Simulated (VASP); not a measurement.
Data:

```xyz
3
Lattice="0.0000 2.7717 2.7717 2.7717 0.0000 2.7717 2.7717 2.7717 0.0000" Properties=species:S:1:pos:R:3 pbc="T T T"
Ce     0.0000     0.0000     0.0000
O      1.3858     1.3858     1.3858
O      4.1575     4.1575     4.1575
```

These are revTPSS meta-GGA, VASP's PBE PAW potentials (set 64) (plane waves; VASP) values and carry that method's errors. Numerical set-up: 520 eV cut-off, 7×7×7 Γ-centred mesh, Gaussian smearing of 0.050 eV, potentials Ce O.

Task: Predict the energy per atom (σ→0), pressure.

Result: 
```
Property                       Result
---------------------  --------------
energy per atom (σ→0)  -1.760 eV/atom
pressure                    -9.49 GPa
```

Only differences to runs with the same potentials and settings are physical.

The compound is CeO2 in the fluorite structure. This cell is one point of a volume scan, at 1.06 of the reference volume. The run is not spin-polarised, so no magnetic state was tried.
